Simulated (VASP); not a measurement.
VASP ran on this input.

INCAR:
```
SYSTEM = RuAl
PREC = Accurate
ENCUT = 400
EDIFF = 1E-6
NELM = 60
ALGO = VeryFast
LREAL = .FALSE.
LASPH = .TRUE.
ISMEAR = 1
SIGMA = 0.1
GGA = PE
LMAXMIX = 4
LWAVE = .FALSE.
LCHARG = .FALSE.
ISIF = 2
NELMDL = -1
```

### KPOINTS
```
Automatic mesh
0
Gamma
9 9 9
0 0 0
```

### POSCAR
```
RuAl
1
    2.9900000000     0.0000000000     0.0000000000
    0.0000000000     2.9900000000     0.0000000000
    0.0000000000     0.0000000000     2.9900000000
Al Ru
1 1
Direct
  0.5000000000   0.5000000000   0.5000000000
  0.0000000000   0.0000000000   0.0000000000
```

POTCAR, in this order: Al Ru_pv (PBE.64 set). Program: vasp_std.

Problem. What happens when VASP runs on this input?

Solution. There is a fault: ALGO = VeryFast starts from random orbitals with almost no delay (NELMDL = -1). Convergence was not reached. Against the sound run, the energy per atom (σ→0) rises by 280.410 eV/atom; the pressure increases by 184.05 GPa.

File standard output:
```
...
RMM:  22     0.546923199943E+03   -0.61505E-01   -0.61112E-01  1579   0.335E+00    0.928E+00
RMM:  23     0.546882170117E+03   -0.41030E-01   -0.40211E-01  1611   0.285E+00    0.503E+00
RMM:  24     0.546838704230E+03   -0.43466E-01   -0.41870E-01  1603   0.252E+00    0.266E+00
RMM:  25     0.546802952504E+03   -0.35752E-01   -0.32367E-01  1630   0.220E+00    0.224E+00
RMM:  26     0.546764996715E+03   -0.37956E-01   -0.37281E-01  1600   0.200E+00    0.132E+00
RMM:  27     0.546739012151E+03   -0.25985E-01   -0.25268E-01  1609   0.176E+00    0.634E-01
RMM:  28     0.546713536523E+03   -0.25476E-01   -0.24944E-01  1564   0.155E+00    0.683E-01
RMM:  29     0.546695267142E+03   -0.18269E-01   -0.17819E-01  1557   0.138E+00    0.101E-01
RMM:  30     0.546677575876E+03   -0.17691E-01   -0.17333E-01  1528   0.126E+00    0.209E-01
RMM:  31     0.546664429598E+03   -0.13146E-01   -0.12844E-01  1503   0.113E+00    0.220E-01
RMM:  32     0.546651662754E+03   -0.12767E-01   -0.12522E-01  1492   0.103E+00    0.486E-01
RMM:  33     0.546641935436E+03   -0.97273E-02   -0.95349E-02  1409   0.937E-01    0.604E-01
RMM:  34     0.546632540460E+03   -0.93950E-02   -0.92449E-02  1330   0.868E-01    0.645E-01
WARNING in EDDRMM: call to ZHEGV failed, returncode =   8  4      8
RMM:  35     0.546625264796E+03   -0.72757E-02   -0.71658E-02  1286   0.793E-01    0.760E-01
RMM:  36     0.546618281868E+03   -0.69829E-02   -0.68894E-02  1255   0.740E-01    0.816E-01
RMM:  37     0.546612822229E+03   -0.54596E-02   -0.53755E-02  1254   0.676E-01    0.903E-01
RMM:  38     0.546607527318E+03   -0.52949E-02   -0.52085E-02  1245   0.632E-01    0.103E+00
RMM:  39     0.546603207006E+03   -0.43203E-02   -0.42343E-02  1205   0.587E-01    0.121E+00
RMM:  40     0.546599167203E+03   -0.40398E-02   -0.39626E-02  1190   0.558E-01    0.139E+00
RMM:  41     0.546595836450E+03   -0.33308E-02   -0.32614E-02  1158   0.520E-01    0.159E+00
RMM:  42     0.546592533760E+03   -0.33027E-02   -0.32473E-02  1141   0.494E-01    0.178E+00
RMM:  43     0.546589843807E+03   -0.26900E-02   -0.26403E-02  1116   0.460E-01    0.199E+00
RMM:  44     0.546587215719E+03   -0.26281E-02   -0.25898E-02  1115   0.438E-01    0.217E+00
RMM:  45     0.546585051733E+03   -0.21640E-02   -0.21301E-02  1094   0.410E-01    0.236E+00
RMM:  46     0.546582918988E+03   -0.21327E-02   -0.21056E-02  1101   0.392E-01    0.251E+00
RMM:  47     0.546581163997E+03   -0.17550E-02   -0.17329E-02  1072   0.369E-01    0.269E+00
RMM:  48     0.546579426486E+03   -0.17375E-02   -0.17178E-02  1069   0.354E-01    0.282E+00
RMM:  49     0.546578063605E+03   -0.13629E-02   -0.13460E-02  1034   0.336E-01    0.295E+00
RMM:  50     0.546576747341E+03   -0.13163E-02   -0.13026E-02  1059   0.323E-01    0.304E+00
RMM:  51     0.546575722695E+03   -0.10246E-02   -0.10131E-02  1053   0.306E-01    0.315E+00
RMM:  52     0.546574746380E+03   -0.97631E-03   -0.96522E-03  1039   0.296E-01    0.323E+00
RMM:  53     0.546573975866E+03   -0.77051E-03   -0.76334E-03  1014   0.280E-01    0.331E+00
RMM:  54     0.546573240595E+03   -0.73527E-03   -0.72768E-03   996   0.271E-01    0.337E+00
RMM:  55     0.546572642306E+03   -0.59829E-03   -0.59278E-03  1021   0.260E-01    0.342E+00
RMM:  56     0.546572071374E+03   -0.57093E-03   -0.56445E-03  1013   0.253E-01    0.348E+00
RMM:  57     0.546571586872E+03   -0.48450E-03   -0.47940E-03  1438   0.256E-01    0.338E+00
RMM:  58     0.546571138897E+03   -0.44797E-03   -0.44323E-03  1120   0.240E-01    0.337E+00
RMM:  59     0.546570741543E+03   -0.39735E-03   -0.39256E-03  1134   0.230E-01    0.337E+00
RMM:  60     0.546570387658E+03   -0.35388E-03   -0.34949E-03   991   0.223E-01

 -----------------------------------------------------------------------------
|                                                                             |
|           W    W    AA    RRRRR   N    N  II  N    N   GGGG   !!!           |
|           W    W   A  A   R    R  NN   N  II  NN   N  G    G  !!!           |
|           W    W  A    A  R    R  N N  N  II  N N  N  G       !!!           |
|           W WW W  AAAAAA  RRRRR   N  N N  II  N  N N  G  GGG   !            |
|           WW  WW  A    A  R   R   N   NN  II  N   NN  G    G                |
|           W    W  A    A  R    R  N    N  II  N    N   GGGG   !!!           |
|                                                                             |
|     The electronic self-consistency was not achieved in the given           |
|     number of steps (NELM). The forces and other quantities evaluated       |
|     might not be reliable so examine the results carefully. If you find     |
|     spurious results, we suggest increasing NELM, if you were close to      |
|     convergence or switching to a different ALGO or adjusting the           |
|     density mixing parameters otherwise.                                    |
|                                                                             |
 -----------------------------------------------------------------------------

   1 F= 0.54657039E+03 E0= 0.54657128E+03  d E =-.267957E-02
```

OUTCAR:
```
------------------------ aborting loop EDIFF was not reached (unconverged)  ----------------------------
  FORCE on cell =-STRESS in cart. coord.  units (eV):
  Direction    XX          YY          ZZ          XY          YZ          ZX
  --------------------------------------------------------------------------------------
  Total       31.0960927     31.0960927     31.0960927     -0.0000000      0.0000000     -0.0000000
  in kB     1863.8151575   1863.8151575   1863.8151575     -0.0000000      0.0000000     -0.0000000
  external PRESSURE =    1863.8151575 kB  Pullay stress =       0.0000000 kB
  volume of cell :       26.73
      direct lattice vectors                 reciprocal lattice vectors
     2.990000000  0.000000000  0.000000000     0.334448161  0.000000000  0.000000000
     0.000000000  2.990000000  0.000000000     0.000000000  0.334448161  0.000000000
     0.000000000  0.000000000  2.990000000     0.000000000  0.000000000  0.334448161
 POSITION                                       TOTAL-FORCE (eV/Angst)
 -----------------------------------------------------------------------------------
      1.49500      1.49500      1.49500         0.000000      0.000000      0.000000
      0.00000      0.00000      0.00000         0.000000      0.000000      0.000000
 -----------------------------------------------------------------------------------
    total drift:                                0.000000      0.000000     -0.000000
  FREE ENERGIE OF THE ION-ELECTRON SYSTEM (eV)
  ---------------------------------------------------
  free  energy   TOTEN  =       546.5703876581 eV

  energy  without entropy=      546.5730672268  energy(sigma->0) =      546.57128085
```
(Selected blocks of OUTCAR.)

To mend it, set ALGO = Normal, remove NELMDL.

The mended run (PBE GGA, plane waves, VASP's PBE PAW potentials (set 64)) converges, and its OSZICAR ends with
```
   1 F= -.14249637E+02 E0= -.14249251E+02  d E =-.115716E-02
```

The compound is RuAl in the CsCl type structure. The cell was not relaxed at this level. The electron count is odd and the run is not spin-polarised, which forces a metal.
